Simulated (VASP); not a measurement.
An input for Quantum ESPRESSO's pw.x (written as the equivalent of a VASP run, and not itself run):

```
&CONTROL
  calculation = 'vc-relax'
  pseudo_dir = './pseudo'
  outdir = './out'
  tprnfor = .true.
  tstress = .true.
  nstep = 60
  forc_conv_thr = 0.00078
/
&SYSTEM
  ibrav = 0
  nat = 6
  ntyp = 2
  ecutwfc = 74
  occupations = 'smearing'
  smearing = 'gaussian'
  degauss = 0.003675
  input_dft = 'pbe'
  vdw_corr = 'grimme-d3'
  dftd3_version = 4
  dftd3_threebody = .false.
/
&ELECTRONS
  conv_thr = 7.3e-08
  electron_maxstep = 100
/
&IONS
/
&CELL
/
ATOMIC_SPECIES
  W 183.840 W.upf
  S 32.060 S.upf
CELL_PARAMETERS angstrom
     1.5765276   -2.7306258   -0.0000000
     1.5765276    2.7306258    0.0000000
    -0.0000000   -0.0000000   12.1036315
ATOMIC_POSITIONS crystal
  W    0.3333330  0.6666670  0.2500000
  W    0.6666670  0.3333330  0.7500000
  S    0.3333330  0.6666670  0.8800161
  S    0.6666670  0.3333330  0.3800161
  S    0.6666670  0.3333330  0.1199839
  S    0.3333330  0.6666670  0.6199839
K_POINTS automatic
  7 7 2 0 0 0
```

Q: Write the VASP files for the same calculation (PBE-D3(BJ)).

A: Several could match; the one computed here: 
KPOINTS:
```
Automatic mesh
0
Gamma
7 7 2
0 0 0
```

**INCAR**
```
SYSTEM=WS2
PREC=Accurate; ENCUT=520; LREAL=.FALSE.
LASPH=.TRUE.
EDIFF=1E-6; NELM=100; ALGO=Normal
LMAXMIX=6
ISMEAR=0; SIGMA=0.05
GGA=PE; IVDW=12
IBRION=2; NSW=60; ISIF=3
EDIFFG=-0.02
LWAVE=.FALSE.; LCHARG=.FALSE.
```

### POSCAR
```
WS2
1
    1.5765275593    -2.7306258102    -0.0000000000
    1.5765275593     2.7306258102     0.0000000000
   -0.0000000000    -0.0000000000    12.1036314775
W S
2 4
Direct
  0.3333330000   0.6666670000   0.2500000000
  0.6666670000   0.3333330000   0.7500000000
  0.3333330000   0.6666670000   0.8800160580
  0.6666670000   0.3333330000   0.3800160580
  0.6666670000   0.3333330000   0.1199839420
  0.3333330000   0.6666670000   0.6199839420
```

POTCAR, in this order: W_sv S (PBE.64 set). Program: vasp_std.

The two are equivalent in intent, not identical: the potentials are each code's own (VASP's PAW set, PseudoDojo norm-conserving files in pw.x), so ENCUT and ecutwfc are chosen apart and not converted; conv_thr bounds pw.x's estimated SCF error, while EDIFF bounds the energy change between steps; forc_conv_thr acts on force components and is met together with etot_conv_thr.

The compound is WS2 in the 2H layered structure. This run relaxes it. Symmetry was kept, so distortions that lower it aren't found. The start is the result of an earlier pass.
